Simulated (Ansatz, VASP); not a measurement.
## Cross-check of InAs between VASP and Ansatz

Wanted: the spread between two codes on one cell, functional and k mesh. The structure shown is the end of the Ansatz relaxation below.

Program: Ansatz 0.2.0. Level of theory: plane waves, with VASP 6.6.1 beside it; single point at PBEsol. Results are calculated unless marked as measured.

## 1. The starting structure

The structure is cubic, space group F-43m (No. 216). Conventional cell: a = 5.877 Å, b = 5.877 Å, c = 5.877 Å, α = 90.00°, β = 90.00°, γ = 90.00°. Nearest to As lie 4 In at 2.54 Å. In has 4 As at 2.54 Å nearest. Farther neighbours are not listed.

As a file:

```cif
data_structure
_symmetry_space_group_name_H-M 'F-43m'
_symmetry_Int_Tables_number 216
_cell_length_a 5.8773
_cell_length_b 5.8773
_cell_length_c 5.8773
_cell_angle_alpha 90.000
_cell_angle_beta 90.000
_cell_angle_gamma 90.000
_cell_volume 203.01
loop_
_atom_site_label
_atom_site_type_symbol
_atom_site_symmetry_multiplicity
_atom_site_Wyckoff_symbol
_atom_site_fract_x
_atom_site_fract_y
_atom_site_fract_z
_atom_site_occupancy
As1 As 4 a 0.00000 0.00000 0.00000 1
In1 In 4 c 0.25000 0.25000 0.25000 1
```

## 2. Ansatz: relaxation, PBEsol

Ansatz runs on its PAW soft_1 files.

This run makes the geometry at which the two programs are then compared.

input.yaml reads:

```yaml
crystal:
  lattice:
    - [-0.0005424857, 2.9383557592, 2.9383557592]
    - [2.9383557592, -0.0005424857, 2.9383557592]
    - [2.9383557592, 2.9383557592, -0.0005424857]
  atoms:
    - { symbol: As, position: [0.749974652, 0.749974652, 0.749974652] }
    - { symbol: In, position: [2.5348e-05, 2.5348e-05, 2.5348e-05] }
kpoints:
  mp_grid: { grid: [12, 12, 12], shift: [0.5, 0.5, 0.5] }
hamiltonian:
  xc: pbesol
  pseudopotentials: { kind: paw, azcp: { folder: soft_1 }, xc_functional: pbe }
scf:
  occupations: { method: gaussian, width: 0.015 }
output:
  forces: true
  stress: true
  eigenvalues: true
relax:
  adjacent_minimum: "off"
  f_tol: 0.001
  max_steps: 60
  cell: { stress_tol: 0.01, fix: [volume] }
```

Run with:

```bash
$ ansatz run input.yaml --threads 4 --pin off --max-ram 10240MiB --backend cpu --events-out ev --progress --plain --runs-dir out
```

Numbers of over 12 decimals in the logs are rounded to 6 here.

Log:

```text
Engine: ansatz 0.2.0, x86_64-unknown-linux-gnu
Pseudopotentials: kind: paw
Pseudopotential: As, paw, valence charge 15, recommended cutoff 420 eV (normal), soft_1/As.paw.azcp
Pseudopotential: In, paw, valence charge 13, recommended cutoff 420 eV (normal), soft_1/In.paw.azcp
Functional definition: PBEsol
  exchange = pbesol_x
  correlation = pbesol_c
Crystal: 2 atoms, lattice volume = 50.753 Å³
Basis set: ecut = 420 eV, 965 PW (Γ), exchange–correlation on 60×60×60 points (8 copies of the dense FFT grid, shifted against one another)
Bands: 18, of which v1, the nominal top of the filled ones, is band 14 counted from 1 (13 counted from 0)
Symmetry: 6 space group operations
Space group: R3m (ITA 160), of the structure as read, at distance tolerance 3.7e-5 Å
k-points: 182 of 1728 (time reversal used)
Non-local potential: As, projectors of the file, l = 0: 2, l = 1: 2, l = 2: 3, l = 3: 1
Non-local potential: In, projectors of the file, l = 0: 2, l = 1: 2, l = 2: 2, l = 3: 1
PAW form: soft (Blöchl's): semilocal exchange-correlation on the pseudo side does not see the compensation charge
PAW frozen core: As, regenerated for the run's functional, and the local potential with it (the file was generated under x = pbe(κ = 0.804, μ = 0.219515), c = pbe(β = 0.066725))
PAW frozen core: In, regenerated for the run's functional, and the local potential with it (the file was generated under x = pbe(κ = 0.804, μ = 0.219515), c = pbe(β = 0.066725))
PAW one-centre angular grid: As, 590 points (default); XC on 64 Gauss nodes
PAW one-centre angular grid: In, 590 points (default); XC on 64 Gauss nodes
Initial density: superposition of atomic densities (chi_scale 0.1, normalization cell, long waves kept (reshape's long-wave potential 0.00 eV rms))
Initial wavefunctions: pseudopotential atomic-orbital guess
Functional: x = pbesol(κ = 0.804, μ = 0.123457), c = pbesol(β = 0.046)
SCF iter   1: F=—  HF=-10338.878485 eV  |F-HF|=—  |Δ(HF+E_count)|=         —  Δρ=3.14e-2  dr2=4.06e-1  ethr=3.10e-3  ⟨swp⟩=6.0  Hψ=16830  notcnv=0
preconditioner: auto → none  [insulator: Δε(μ)=0.724 eV  Ē_g=15.065 eV  σ=0.015 eV  W_gap=1.00  n_scr=14 (ndim 8)  ℏωp=22.1 eV  f_vac=0.000  D(μ)=0.00/eV (n_scr^D=0)  ε∞_Penn≈3.2]
SCF iter   2: F=—  HF=-10338.790333 eV  |F-HF|=—  |Δ(HF+E_count)|=   8.82e-2  Δρ=1.44e-2  dr2=7.16e-2  ethr=1.45e-3  ⟨swp⟩=2.0  Hψ=5460  notcnv=0
SCF iter   3: F=—  HF=-10338.779903 eV  |F-HF|=—  |Δ(HF+E_count)|=   1.04e-2  Δρ=2.42e-3  dr2=6.20e-3  ethr=2.56e-4  ⟨swp⟩=2.9  Hψ=5894  notcnv=0
SCF iter   4: F=—  HF=-10338.777212 eV  |F-HF|=—  |Δ(HF+E_count)|=   2.69e-3  Δρ=7.15e-4  dr2=1.14e-4  ethr=2.21e-5  ⟨swp⟩=3.0  Hψ=7233  notcnv=0
SCF iter   5: F=—  HF=-10338.777253 eV  |F-HF|=—  |Δ(HF+E_count)|=   4.09e-5  Δρ=1.97e-4  dr2=6.72e-6  ethr=4.07e-7  ⟨swp⟩=3.0  Hψ=6529  notcnv=0
SCF iter   6: F=—  HF=-10338.777258 eV  |F-HF|=—  |Δ(HF+E_count)|=   5.49e-6  Δρ=2.10e-5  dr2=1.68e-7  ethr=2.40e-8  ⟨swp⟩=2.2  Hψ=4308  notcnv=0
SCF iter   7: F=-10338.777258 eV  HF=-10338.777258 eV  |F-HF|=2.15e-8  |Δ(HF+E_count)|=   4.07e-8  Δρ=5.97e-6  dr2=1.44e-8  ethr=3.57e-10  ⟨swp⟩=5.1  Hψ=14691  notcnv=0
SCF 1 converged in 7 iterations: F = -10338.777258 eV  dr2 = 1.44e-8
  greatest PAW one-centre occupation: 0.999 electrons in one spin orbital (limit 2), on the As atom at site 0 (counted from 0), in its partial waves of l = 2
relax step   1: F+E_penalty+E_count = -10338.77725820 eV  Δ(F+E_penalty+E_count) = +0.000e0 eV  max|allowed force component| = 2.040e-5 eV/Å  Δτ_max = 0.0000 Å  P = +7.520 GPa  Ω = 50.753 Å³  fix = [volume]  reactions: volume +7.520 GPa  (7 SCF iters, dr2 threshold 1.00e-7 eV, accepted)
Initial density: handed on by an earlier stage of this run
Initial wavefunctions: pseudopotential atomic-orbital guess (no wavefunctions were taken with the density)
iter 1 solved again at ethr=1.16e-7 eV; its pass at ethr=3.10e-3 eV (dr2=3.25e-5 eV) is discarded
SCF iter   1: F=—  HF=-10338.777260 eV  |F-HF|=—  |Δ(HF+E_count)|=         —  Δρ=5.98e-6  dr2=1.43e-8  ethr=1.16e-7  ⟨swp⟩=3.1  Hψ=26136  notcnv=0
preconditioner: auto → none  [insulator: Δε(μ)=0.645 eV  Ē_g=15.044 eV  σ=0.015 eV  W_gap=1.00  n_scr=14 (ndim 8)  ℏωp=22.1 eV  f_vac=0.062  D(μ)=0.00/eV (n_scr^D=0)  ε∞_Penn≈3.2]
SCF iter   2: F=—  HF=-10338.777258 eV  |F-HF|=—  |Δ(HF+E_count)|=   1.89e-6  Δρ=1.66e-6  dr2=1.05e-9  ethr=5.10e-11  ⟨swp⟩=2.8  Hψ=6164  notcnv=0
SCF iter   3: F=—  HF=-10338.777258 eV  |F-HF|=—  |Δ(HF+E_count)|=  4.67e-10  Δρ=8.34e-7  dr2=1.95e-10  ethr=3.76e-12  ⟨swp⟩=2.0  Hψ=5804  notcnv=0
SCF iter   4: F=—  HF=-10338.777258 eV  |F-HF|=—  |Δ(HF+E_count)|=  2.73e-10  Δρ=3.16e-7  dr2=5.66e-11  ethr=6.95e-13 (applied; sched 1.00e-12)  ⟨swp⟩=2.7  Hψ=5482  notcnv=0
SCF iter   5: F=-10338.777258 eV  HF=-10338.777258 eV  |F-HF|=3.64e-12  |Δ(HF+E_count)|=  1.09e-11  Δρ=3.48e-8  dr2=6.58e-13  ethr=1.00e-12  ⟨swp⟩=4.0  Hψ=15459  notcnv=0
SCF 2 converged in 5 iterations: F = -10338.777258 eV  dr2 = 6.58e-13
relax step   2: F+E_penalty+E_count = -10338.77725822 eV  Δ(F+E_penalty+E_count) = -1.277e-8 eV  max|allowed force component| = 2.044e-5 eV/Å  Δτ_max = 0.0000 Å  P = +7.519 GPa  Ω = 50.753 Å³  fix = [volume]  reactions: volume +7.519 GPa  stress off target by 4.14e-3 GPa on what of the cell is left free  SCF on the basis re-selected at this cell (its energy is not comparable with the rows above)  (5 SCF iters)
basis re-selected at this cell: Δ(F+E_penalty+E_count) = -1.277e-8 eV, ΔP = -0.000 GPa vs the last step (what re-selecting the basis moved, of the pressure what is left beyond the Pulay correction that the steps carried, after the strain that the cell walked since its last selection, with what the two solves' SCF thresholds leave and, on support functions, any second-order correction that the steps lacked; it is no m [...]
SCF converged after 5 iterations
Free energy (F): -10338.777258 eV
Harris-Foulkes:  -10338.777258 eV  (|F-HF|=3.64e-12)
Internal energy: -10338.777258 eV  (E = F + TS)
E sigma→0 (E₀):  -10338.777258 eV
Fermi energy:    9.016284 eV
--- Per-component energies (eV) ---
  E_band       = -292.800928
  E_kinetic    = 320.182293
  E_local      = -3362.997247  (includes V_loc(G=0)·N_el)
  E_nonlocal   = -63.356221
  E_hartree    = 1684.982064
  E_xc         = -212.982429
  E_vxc        = -165.112999  (∫ρ·V_xc dr)
  E_paw        = -6109.732211  (= ΣΔE_a)
  E_vpaw       = -391.480987  (= ΣTr[D̂ρ^β])
  E_aug_tail   = 0.000102  (compensation charges beyond the density's cutoff)
  E_ewald      = -2596.075944
  E_core_change = 1.202334  (= ΣΔE_core)
  E_smearing   = -0.000000  (= −TS)
  E_closure    = -0.000000  (closes the sum)
  Σ components = -10338.777258   (vs F -10338.777258, Δ=0.00e0)
--- Forces (eV/Å), atoms counted from 1 ---
  atom   1  As     0.00002044     0.00002044     0.00002044
  atom   2  In    -0.00002044    -0.00002044    -0.00002044
  max |Σ_I F_I| component: 1.53e-10 eV/Å
--- Stress (GPa, compression-positive) ---
        7.519482       0.002070       0.002070
        0.002070       7.519482       0.002070
        0.002070       0.002070       7.519482
  P = ⅓ Tr σ = 7.5195 GPa (75.195 kbar)
--- Band table (eV; the first three rows and the last of 182) ---
  k-point 0: bands = [... 10 lower, -3.7421, 8.1763, 8.6936, 8.6936, 9.3387, 12.6244, 12.6574, 12.6574]
  k-point 1: bands = [... 10 lower, -3.6283, 7.2072, 8.3856, 8.6393, 10.0000, 12.5967, 12.7533, 13.0670]
  k-point 2: bands = [... 10 lower, -3.3570, 5.8939, 8.0471, 8.4088, 10.3119, 12.9958, 13.0594, 13.5661]
  k-point 181: bands = [... 10 lower, -1.9458, 2.5005, 7.0122, 7.4997, 10.3392, 13.1341, 13.6112, 15.8605]
--- Relaxed structure (1 steps of the walk, 1 accepted, 1 SCFs on fresh bases) ---
  F+E_penalty+E_count = -10338.77725822 eV   max|allowed force component| = 2.044e-5 eV/Å   (the final SCF, on the basis selected at the relaxed cell)
  cell:  # Å, volume = 50.7532 Å³
    - [-0.0005424857, 2.9383557592, 2.9383557592]
    - [2.9383557592, -0.0005424857, 2.9383557592]
    - [2.9383557592, 2.9383557592, -0.0005424857]
  atoms:
    - { symbol: As, position: [0.749975, 0.749975, 0.749975] }
    - { symbol: In, position: [2.534799999999999e-5, 2.534799999999999e-5, 2.534799999999999e-5] }
```

(Part 1 of 5 ends here.)

[Lines on the potential files, build, host, timing and source positions are cut from VASP's logs without a mark.]

[Logs are printed without paths, hosts, clocks, repeated set-up lines and the standing remarks that a program may print on its own settings, such as how far it seeks lower states.]

[Hosts, paths, dates, database ids (printed as entryN), source tags and the programs' standing remarks are cut or masked in the printed files.]
